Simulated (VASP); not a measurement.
Write the native input for VASP 6.6.1 that does the following.

```
Task                   : single point
Functional             : LDA
Potentials or basis    : VASP PAW LDA potentials, release 64 (Sn_d, Nb_sv, Cl)
Cutoff                 : 520 eV
k mesh                 : 6 × 6 × 6
Occupations            : fermi-dirac, width 0.0918 eV
Spin                   : no spin polarisation
Dipole correction      : no
Further INCAR settings : ALGO = Normal; EDIFF = 1e-06; NBANDS = 51
```

The structure of Nb2SnCl6 lies in POSCAR:

```
Nb2SnCl6
1.0
    0.0000000000      4.5134694282      4.5134694282
    4.5134694282      0.0000000000      4.5134694282
    4.5134694282      4.5134694282      0.0000000000
Sn Nb Cl
1 2 6
Direct
    0.0000000000      0.0000000000      0.0000000000
    0.2500000000      0.2500000000      0.2500000000
    0.7500000000      0.7500000000      0.7500000000
    0.7325778742      0.2674221258      0.2674221258
    0.2674221258      0.7325778742      0.2674221258
    0.2674221258      0.7325778742      0.7325778742
    0.7325778742      0.2674221258      0.7325778742
    0.2674221258      0.2674221258      0.7325778742
    0.7325778742      0.7325778742      0.2674221258
```

The cell was built by a generator and needn't be a form met in nature.

The input as run:

INCAR

```
SYSTEM = Nb2SnCl6
  PREC = Accurate
  ENCUT = 520
  EDIFF = 1E-6
  ISMEAR = -1
  SIGMA = 0.0918
  LREAL = .FALSE.
  LASPH = .TRUE.
  NELM = 80
  ALGO = Normal
  ISIF = 2
  LWAVE = .FALSE.
  LCHARG = .TRUE.
  GGA = CA
  LELF = .TRUE.
  LVHAR = .TRUE.
  NBANDS = 51
```

KPOINTS

```
Automatic mesh
0
G
  6 6 6
  0 0 0
```

Potentials or basis: VASP PAW LDA potentials, release 64 (Sn_d, Nb_sv, Cl).

The run is started by

```bash
$ cat potpaw_LDA.64/Sn_d/POTCAR potpaw_LDA.64/Nb_sv/POTCAR potpaw_LDA.64/Cl/POTCAR > POTCAR
$ mpirun -np 1 vasp_std > vasp.out
```

Results of the run:

| Quantity | Value |
| --- | --- |
| Pressure | 0.0 GPa |
| Largest force | 0.011 eV/Å |
| Band gap on the k mesh | none (metal or under the smearing width) |

It took 120 s on 1 thread of Intel(R) Xeon(R) Platinum 8559C (Emerald Rapids), with other jobs on the host, peak memory 0.32 GiB.
